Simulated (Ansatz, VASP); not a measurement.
# ZnIn: VASP beside Ansatz, part 2 of 2

Wanted: the spread between two codes on one cell, functional and k mesh. The cell is generated by rule, not measured, and may not be a known phase. Of the first pair: The two relaxations start from unlike cells of this crystal (the structure described is Ansatz's start), so only their ends are compared.

VASP 6.6.1 and Ansatz 0.2.0.

So far: Starting point; Ansatz: relaxation of cell and atoms, PBEsol, pair 1; VASP: relaxation of cell and atoms, PBEsol, pair 1; Comparison; Ansatz: relaxation of cell and atoms, PBEsol, pair 2.

## Step 6: VASP: relaxation of cell and atoms, PBEsol, pair 2

Level of this step: PBEsol; plane waves and PAW (In_d, Zn); invented cell (VASP).

The same cell, functional, mesh and smearing now go to VASP, with its own data sets.

File INCAR:

```
SYSTEM = ZnIn
PREC = Accurate
ENCUT = 500
EDIFF = 1E-07
NELM = 120
ISMEAR = 0
SIGMA = 0.1
LREAL = .FALSE.
ALGO = Normal
GGA = PS
NBANDS = 18
LORBIT = 11
LWAVE = .FALSE.
LCHARG = .FALSE.
ISIF = 3
IBRION = 2
NSW = 80
EDIFFG = -0.005
LASPH = .TRUE.
GGA_COMPAT = .FALSE.
NELMIN = 4
KPAR = 2
```

File POSCAR:

```
ZnIn
1.0
    0.0000000000      2.7876950000      2.7876950000
    2.7876950000      0.0000000000      2.7876950000
    2.7876950000      2.7876950000      0.0000000000
In Zn
1 1
Direct
    0.0000000000      0.0000000000      0.0000000000
    0.5000000000      0.5000000000      0.5000000000
```

File KPOINTS:

```
Automatic mesh
0
Gamma
14 14 14
0 0 0
```

The projector-augmented-wave data sets are In_d and Zn (PBE family, release 64).

The run is started by

```console
mpirun -np 2 vasp_std
```

Numbers of over 12 decimals in the logs are rounded to 6 here.

The program printed:

```text
[banner, memory and clock lines left out]
running    2 mpi-ranks, on    1 nodes
[...]
[... a notice as in an earlier step ...]

 LDA part: xc-table for (Slater+PW92), standard interpolation
 POSCAR, INCAR and KPOINTS ok, starting setup
[...]
entering main loop
       N       E                     dE             d eps       ncg     rms          rms(c)
DAV:   1     0.154201013610E+03    0.15420E+03   -0.11996E+04  3752   0.187E+03
DAV:   2     0.417376274733E+01   -0.15003E+03   -0.14756E+03  3772   0.345E+02
DAV:   3    -0.417768219846E+01   -0.83514E+01   -0.83220E+01  4278   0.947E+01
DAV:   4    -0.434724204133E+01   -0.16956E+00   -0.16948E+00  4520   0.132E+01
[...]
DAV:  11    -0.417447702859E+01   -0.54020E-06   -0.44699E-06  6024   0.297E-02    0.443E-03
DAV:  12    -0.417447719689E+01   -0.16830E-06   -0.48443E-07  4042   0.516E-03    0.315E-03
DAV:  13    -0.417447721781E+01   -0.20920E-07   -0.30581E-08  2242   0.278E-03
   1 F= -.41744772E+01 E0= -.41721169E+01  d E =-.417448E+01
[...]
N       E                     dE             d eps       ncg     rms          rms(c)
DAV:   1    -0.420270444267E+01   -0.28227E-01   -0.47512E-01  4086   0.130E+01    0.111E+00
DAV:   2    -0.417852271284E+01    0.24182E-01   -0.75375E-02  4104   0.567E+00    0.369E-01
DAV:   3    -0.417569743053E+01    0.28253E-02   -0.46290E-03  5054   0.130E+00    0.158E-01
DAV:   4    -0.417519144665E+01    0.50598E-03   -0.39936E-04  5686   0.318E-01    0.916E-02
DAV:   5    -0.417508447261E+01    0.10697E-03   -0.90478E-05  5562   0.128E-01    0.214E-02
DAV:   6    -0.417508177203E+01    0.27006E-05   -0.88217E-06  4408   0.319E-02    0.700E-03
DAV:   7    -0.417508198164E+01   -0.20960E-06   -0.63170E-07  5174   0.101E-02    0.176E-03
DAV:   8    -0.417508197472E+01    0.69144E-08   -0.12280E-07  2516   0.532E-03
   2 F= -.41750820E+01 E0= -.41727349E+01  d E =-.604757E-03
 trial-energy change:   -0.000605  1 .order   -0.000609   -0.001142   -0.000076
 step:   1.0725(harm=  1.0708)  dis= 0.00000  next Energy=    -4.175085 (dE=-0.607E-03)
 reached required accuracy - stopping structural energy minimisation
```

Parts of OUTCAR (step 6):

```text
  Total        0.0083098      0.0083098      0.0083098      0.0000000     -0.0000000     -0.0000000
  in kB        0.3045063      0.3045063      0.3045063      0.0000000     -0.0000000     -0.0000000
  external PRESSURE =       0.3045063 kB  Pullay stress =       0.0000000 kB

 POSITION                                       TOTAL-FORCE (eV/Angst)
 -----------------------------------------------------------------------------------
      2.79614      5.59228      2.79614         0.000000      0.000000      0.000000
      2.79614      2.79614      2.79614         0.000000     -0.000000     -0.000000
 -----------------------------------------------------------------------------------
    total drift:                                0.000000     -0.000000      0.000000

  FREE ENERGIE OF THE ION-ELECTRON SYSTEM (eV)
  ---------------------------------------------------
  free  energy   TOTEN  =        -4.1750819747 eV

  energy  without entropy=       -4.1703878400  energy(sigma->0) =       -4.17273491

[... 1 part as in an earlier step ...]

[... 3 further parts left out ...]
[key lines of the parts left out:]
E-fermi :   5.0257
```

## Step 7: Differences

Both answers:

```csv
quantity,Ansatz,VASP,difference
volume (Å³),43.67,43.72,-0.11 %
"edge a after relaxation, in the typed setting (Å)",3.953,3.954,-0.04 %
```

## Step 8: Ansatz: relaxation of cell and atoms, PBEsol, pair 3

The relaxed volume is the usual yardstick between codes: in a stiff, nearly cubic crystal its relative difference is about their pressure difference at one cell divided by the bulk modulus.

The cell is taken from a series of runs on this material, whose earlier steps may have relaxed, scaled, displaced or heated it; both programs get it as it stands.

File input.yaml:

```yaml
crystal:
  lattice:
    - [0.0, 2.7950970052, 2.7950970052]
    - [2.7950970052, 0.0, 2.7950970052]
    - [2.7950970052, 2.7950970052, 0.0]
  atoms:
    - { symbol: In, position: [0.0, 0.0, 0.0] }
    - { symbol: Zn, position: [0.5, 0.5, 0.5] }
kpoints:
  mp_grid: { grid: [16, 16, 16] }
hamiltonian:
  xc: pbesol
scf:
  occupations: { method: methfessel_paxton, width: 0.2 }
output:
  forces: true
  stress: true
  eigenvalues: true
basis:
  ecutwfc: 250.0
relax:
  adjacent_minimum: "off"
  f_tol: 0.001
  max_steps: 60
  cell: { stress_tol: 0.01 }
```

The run is started by

```console
ansatz run input.yaml --threads 8 --pin off --max-ram 14336MiB --backend cpu --events-out ev --progress --plain --runs-dir out
```

The program printed:

```text
Warning: basis.ecutwfc = 250 eV is below the records' recommended 420 eV, and the density's cutoff is lower with it unless basis.ecutrho_ratio is high enough to keep the records' density cutoff: compare with a run at a higher cutoff
[...]
Crystal: 2 atoms, lattice volume = 43.674 Å³
[...]
k-point 144: bands = [... 9 lower, 0.9228, 5.0390, 5.8015, 6.8854, 6.8854, 15.2678, 15.4174, 17.6468]
--- Relaxed structure (23 steps of the walk, 22 accepted, 12 SCFs on fresh bases) ---
[...]
cell:  # Å, volume = 45.8752 Å³
    - [0, 2.841293, 2.841293]
    - [2.841293, 0, 2.841293]
    - [2.841293, 2.841293, 0]
  atoms:
    - { symbol: In, position: [0, 0, 0] }
    - { symbol: Zn, position: [0.5, 0.5, 0.5] }
[key lines of the parts left out:]
SCF converged after 7 iterations
Free energy (F): -8803.880758 eV
Fermi energy:    8.838772 eV
P = ⅓ Tr σ = 0.0078 GPa (0.078 kbar)
```

## Step 9: VASP: relaxation of cell and atoms, PBEsol, pair 3

The same cell, functional, mesh and smearing now go to VASP, with its own data sets.

INCAR: that of step 6 with these lines changed.

```diff
@@ -5,4 +5,4 @@
 NELM = 120
-ISMEAR = 0
-SIGMA = 0.1
+ISMEAR = 1
+SIGMA = 0.2
 LREAL = .FALSE.
```

File POSCAR:

```
ZnIn
1.0
    0.0000000000      2.7950970000      2.7950970000
    2.7950970000      0.0000000000      2.7950970000
    2.7950970000      2.7950970000      0.0000000000
In Zn
1 1
Direct
    0.0000000000      0.0000000000      0.0000000000
    0.5000000000      0.5000000000      0.5000000000
```

File KPOINTS:

```
Automatic mesh
0
Gamma
16 16 16
0 0 0
```

The run is started by

```console
mpirun -np 2 vasp_std
```

The program printed:

```text
[... set-up lines as in an earlier step ...]
 entering main loop
       N       E                     dE             d eps       ncg     rms          rms(c)
DAV:   1     0.154655908488E+03    0.15466E+03   -0.11971E+04  5220   0.187E+03
DAV:   2     0.414667855435E+01   -0.15051E+03   -0.14821E+03  5258   0.344E+02
DAV:   3    -0.417651191810E+01   -0.83232E+01   -0.82924E+01  6030   0.947E+01
DAV:   4    -0.434368294312E+01   -0.16717E+00   -0.16710E+00  6086   0.131E+01
[...]
DAV:  11    -0.417421560951E+01   -0.62085E-06   -0.48448E-06  8736   0.304E-02    0.454E-03
DAV:  12    -0.417421577345E+01   -0.16394E-06   -0.48147E-07  5644   0.533E-03    0.304E-03
DAV:  13    -0.417421578978E+01   -0.16335E-07   -0.30020E-08  3102   0.266E-03
   1 F= -.41742158E+01 E0= -.41745018E+01  d E =-.417422E+01
[...]
N       E                     dE             d eps       ncg     rms          rms(c)
DAV:   1    -0.417488352171E+01   -0.66775E-03   -0.11101E-02  5726   0.197E+00    0.172E-01
DAV:   2    -0.417431377956E+01    0.56974E-03   -0.18316E-03  5722   0.894E-01    0.563E-02
DAV:   3    -0.417424709107E+01    0.66688E-04   -0.11030E-04  7106   0.206E-01    0.245E-02
DAV:   4    -0.417423422438E+01    0.12867E-04   -0.99209E-06  7916   0.506E-02    0.146E-02
DAV:   5    -0.417423094772E+01    0.32767E-05   -0.21720E-06  7734   0.199E-02    0.345E-03
DAV:   6    -0.417423078047E+01    0.16725E-06   -0.21933E-07  5116   0.505E-03    0.106E-03
DAV:   7    -0.417423080207E+01   -0.21605E-07   -0.14305E-08  2820   0.161E-03
   2 F= -.41742308E+01 E0= -.41745137E+01  d E =-.150123E-04
 trial-energy change:   -0.000015  1 .order   -0.000014   -0.000027   -0.000001
 step:   1.0332(harm=  1.0422)  dis= 0.00000  next Energy=    -4.174231 (dE=-0.150E-04)
 reached required accuracy - stopping structural energy minimisation
```

From OUTCAR (step 9):

```text
  Total        0.0007785      0.0007785      0.0007785      0.0000000      0.0000000      0.0000000
  in kB        0.0285194      0.0285194      0.0285194      0.0000000      0.0000000      0.0000000
  external PRESSURE =       0.0285194 kB  Pullay stress =       0.0000000 kB

 POSITION                                       TOTAL-FORCE (eV/Angst)
 -----------------------------------------------------------------------------------
      0.00000      2.79639      2.79639         0.000000     -0.000000     -0.000000
      2.79639      2.79639      2.79639         0.000000      0.000000      0.000000
 -----------------------------------------------------------------------------------
    total drift:                                0.000000      0.000000      0.000000

  FREE ENERGIE OF THE ION-ELECTRON SYSTEM (eV)
  ---------------------------------------------------
  free  energy   TOTEN  =        -4.1742308021 eV

  energy  without entropy=       -4.1750795979  energy(sigma->0) =       -4.17451373

[... 1 part as in an earlier step ...]

[... 3 further parts left out ...]
[key lines of the parts left out:]
E-fermi :   5.0461
```

## Step 10: Side by side

What differs besides the data sets and the points named for the pairs above, as far as they apply: the cutoff is 250 eV in Ansatz and 500 eV in VASP; Ansatz's log warns that its cutoff lies below the recommended one. Total energies have different zeros and are not compared.

Compared:

```
                                         quantity  Ansatz   VASP  difference
                                      volume (Å³)   45.88  43.73     +4.89 %
edge a after relaxation, in the typed setting (Å)   4.018  3.955     +1.61 %
```

## Step 11: Summary of results

| Property | Result |
| --- | --- |
| difference in volume (relaxation of cell and atoms, PBEsol, pair 1) | -0.33 % |
| difference in volume (relaxation of cell and atoms, PBEsol, pair 2) | -0.11 % |
| difference in volume (relaxation of cell and atoms, PBEsol, pair 3) | 4.9 % |

The difference in volume is 4.9 % (relaxation of cell and atoms, PBEsol, pair 3), beyond the 1.2 % picked in this series as the mark of a large difference, as far as the stopping tolerances let one tell. Ansatz's own log doubts the convergence of its relaxation of cell and atoms, PBEsol, pair 3 run, which may account for the difference. 3 further runs of this series are not shown here. How closely two codes agree says nothing of how well the functional describes the real material.

[Lines on the potential files, build, host, timing and source positions are cut from VASP's logs without a mark.]

[Logs are printed without paths, hosts, clocks, repeated set-up lines and the standing remarks that a program may print on its own settings, such as how far it seeks lower states.]

[Hosts, paths, dates, database ids (printed as entryN), source tags and the programs' standing remarks are cut or masked in the printed files.]
